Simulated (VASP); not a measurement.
Data:

```
Mo
1.0
   -1.60555     1.60555     1.60555
    1.60555    -1.60555     1.60555
    1.60555     1.60555    -1.60555
Mo
1
Direct
  0.00000   0.00000   0.00000
```

Calculation: RPBE GGA, VASP's PBE PAW potentials (set 64) (plane waves; VASP). Numerical set-up: 520 eV cut-off, 16×16×16 Γ-centred mesh, first-order Methfessel-Paxton smearing of 0.10 eV, potentials Mo_sv.

Problem. Give the stress tensor in GPa (positive for a compressed cell).

Solution. 
```
-7.65   0.00   0.00
 0.00  -7.65   0.00
 0.00   0.00  -7.65
```
The pressure is its mean diagonal, -7.65 GPa.

The compound is Mo in the bcc structure. This cell is one point of a volume scan, at 1.03 of the reference volume.
